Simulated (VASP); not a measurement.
Output of a VASP run:

### OUTCAR
```
 ion  position               nearest neighbor table
   1  0.000  0.000  0.000-   2 2.41   2 2.41   2 2.41   2 2.41
   2  0.750  0.750  0.750-   1 2.41   1 2.41   1 2.41   1 2.41
  LATTYP: Found a face centered cubic cell.
 ALAT       =     5.5698633228
 Subroutine PRICEL returns:
 Original cell was already a primitive cell.
 Subroutine GETGRP returns: Found 24 space group operations
The static configuration has the point symmetry T_d .
The dynamic configuration has the point symmetry T_d .
 Subroutine INISYM returns: Found 24 space group operations
 Subroutine IBZKPT returns following result:
 Found     20 irreducible k-points:

 Following reciprocal coordinates:
            Coordinates               Weight
  0.000000  0.000000  0.000000      1.000000
  0.142857  0.000000  0.000000      8.000000
  0.285714  0.000000  0.000000      8.000000
  0.428571  0.000000  0.000000      8.000000
  0.142857  0.142857  0.000000      6.000000
  0.285714  0.142857  0.000000     24.000000
  0.428571  0.142857  0.000000     24.000000
 -0.428571  0.142857  0.000000     24.000000
 -0.285714  0.142857  0.000000     24.000000
 -0.142857  0.142857  0.000000     12.000000
  0.285714  0.285714  0.000000      6.000000
  0.428571  0.285714  0.000000     24.000000
 -0.428571  0.285714  0.000000     24.000000
 -0.285714  0.285714  0.000000     12.000000
  0.428571  0.428571  0.000000      6.000000
 -0.428571  0.428571  0.000000     12.000000
  0.428571  0.285714  0.142857     24.000000
 -0.428571  0.285714  0.142857     48.000000
 -0.428571  0.428571  0.142857     24.000000
 -0.285714  0.428571  0.142857     24.000000
   k-points           NKPTS =     20   k-points in BZ     NKDIM =     20   number of bands    NBANDS=     13
   number of dos      NEDOS =    301   number of ions     NIONS =      2
   total plane-waves  NPLWV =  21952
   dimension x,y,z NGX =    28 NGY =   28 NGZ =   28
   dimension x,y,z NGXF=    56 NGYF=   56 NGZF=   56
   ions per type =               1   1
   PREC   = accura    normal or accurate (medium, high low for compatibility)
   ISTART =      0    job   : 0-new  1-cont  2-samecut
   ICHARG =      2    charge: 1-file 2-atom 10-const
   ISPIN  =      1    spin polarized calculation?
   LNONCOLLINEAR =      F non collinear calculations
   LSORBIT =      F    spin-orbit coupling
   INIWAV =      1    electr: 0-lowe 1-rand  2-diag
   ENCUT  =  400.0 eV  29.40 Ry    5.42 a.u.   6.42  6.42  6.42*2*pi/ulx,y,z
   NELM   =    100;   NELMIN=  2; NELMDL= -5     # of ELM steps
   EDIFF  = 0.1E-05   stopping-criterion for ELM
   LREAL  =      F    real-space projection
   NLSPLINE    = F    spline interpolate recip. space projectors
   LMAXMIX     =    4 max onsite mixed and CHGCAR
   VOSKOWN=      0    Vosko Wilk Nusair interpolation
   EDIFFG = -.1E-01   stopping-criterion for IOM
   NSW    =     60    number of steps for IOM
   NBLOCK =      1;   KBLOCK =     60    inner block; outer block
   IBRION =      2    ionic relax: 0-MD 1-quasi-New 2-CG
   NFREE  =      1    steps in history (QN), initial steepest desc. (CG)
   ISIF   =      3    stress and relaxation
   ISYM   =      2    0-nonsym 1-usesym 2-fastsym
   TEIN   =    0.0    initial temperature
   TEBEG  =    0.0;   TEEND  =   0.0 temperature during run
   SMASS  =  -3.00    Nose mass-parameter (am)
   PSTRESS=    0.0 pullay stress
   NELECT =      18.0000    total number of electrons
   EFERMI =   0.00;   METHOD = LEGACY
   ISMEAR =     0;   SIGMA  =   0.05  broadening in eV -4-tet -1-fermi 0-gaus
   IALGO  =     38    algorithm
   LDIAG  =      T    sub-space diagonalisation (order eigenvalues)
   IMIX   =      4    mixing-type and parameters
     AMIX     =   0.40;   BMIX     =  1.00
     AMIX_MAG =   1.60;   BMIX_MAG =  1.00
     AMIN     =   0.10
   GGA     = CA    functional components
   VOSKOWN =     0    Vosko Wilk Nusair interpolation
   LHFCALC =     F    Hartree Fock is set to
   LHFONE  =     F    Hartree Fock one center treatment
...
```

### OSZICAR
```
       N       E                     dE             d eps       ncg     rms          rms(c)
DAV:   1     0.765992308999E+02    0.76599E+02   -0.77169E+03   520   0.133E+03
DAV:   2    -0.280487025047E+01   -0.79404E+02   -0.76651E+02   555   0.250E+02
DAV:   3    -0.763653814500E+01   -0.48317E+01   -0.48102E+01   635   0.650E+01
DAV:   4    -0.768142411489E+01   -0.44886E-01   -0.44877E-01   565   0.668E+00
DAV:   5    -0.768168295037E+01   -0.25884E-03   -0.25883E-03   645   0.479E-01    0.552E+00
DAV:   6    -0.739954905366E+01    0.28213E+00   -0.72592E-01   715   0.314E+01    0.411E+00
DAV:   7    -0.737404218307E+01    0.25507E-01   -0.20635E-01   550   0.486E+00    0.167E+00
DAV:   8    -0.736988027005E+01    0.41619E-02   -0.33908E-03   763   0.781E-01    0.455E-01
DAV:   9    -0.736927644102E+01    0.60383E-03   -0.96769E-04   585   0.320E-01    0.616E-02
DAV:  10    -0.736929052514E+01   -0.14084E-04   -0.97611E-05   593   0.112E-01    0.190E-02
DAV:  11    -0.736928791793E+01    0.26072E-05   -0.88158E-06   757   0.564E-02    0.438E-03
DAV:  12    -0.736928790564E+01    0.12286E-07   -0.21845E-06   460   0.116E-02
   1 F= -.73692879E+01 E0= -.73692879E+01  d E =-.736929E+01
```

### OUTCAR
```
------------------------ aborting loop because EDIFF is reached ----------------------------------------
  FORCE on cell =-STRESS in cart. coord.  units (eV):
  Direction    XX          YY          ZZ          XY          YZ          ZX
  --------------------------------------------------------------------------------------
  Total        0.0071142      0.0071142      0.0071142     -0.0000000      0.0000000     -0.0000000
  in kB        0.2638529      0.2638529      0.2638529     -0.0000000      0.0000000     -0.0000000
  external PRESSURE =       0.2638529 kB  Pullay stress =       0.0000000 kB
  volume of cell :       43.20
      direct lattice vectors                 reciprocal lattice vectors
     0.000000000  2.784931661  2.784931661    -0.179537619  0.179537619  0.179537619
     2.784931661  0.000000000  2.784931661     0.179537619 -0.179537619  0.179537619
     2.784931661  2.784931661  0.000000000     0.179537619  0.179537619 -0.179537619
  FREE ENERGIE OF THE ION-ELECTRON SYSTEM (eV)
  ---------------------------------------------------
  free  energy   TOTEN  =        -7.3692879056 eV

  energy  without entropy=       -7.3692879056  energy(sigma->0) =       -7.36928791

 reached required accuracy - stopping structural energy minimisation
```
(Selected blocks of OUTCAR.)

**POSCAR**
```
ZnSe
1
    0.0000000000     2.7849316614     2.7849316614
    2.7849316614     0.0000000000     2.7849316614
    2.7849316614     2.7849316614     0.0000000000
Zn Se
1 1
Direct
  0.0000000000   0.0000000000   0.0000000000
  0.7500000000   0.7500000000   0.7500000000
```

### Question
Write an INCAR and KPOINTS that could have produced this output.

### Answer
Several could match; the one computed here: the input of the run itself, LDA (Ceperley-Alder, Perdew-Zunger), plane waves, VASP's LDA PAW potentials (set 64).

**INCAR**
```
SYSTEM = ZnSe
PREC = Accurate; ENCUT = 400; LREAL = .FALSE.
LASPH = .TRUE.
EDIFF = 1E-6; NELM = 100; ALGO = Normal
LMAXMIX = 4
ISMEAR = 0; SIGMA = 0.05
IBRION = 2; NSW = 60; ISIF = 3
EDIFFG = -0.01
LWAVE = .FALSE.; LCHARG = .FALSE.
```

**KPOINTS**
```
Automatic mesh
0
Gamma
7 7 7
0 0 0
```

POTCAR, in this order: Zn Se (LDA.64 set). Program: vasp_std.

The structure comes from a computed database's ZnSe entry (F-43m); how it stands against other phases isn't given here. It was relaxed first. The start is the result of an earlier pass.
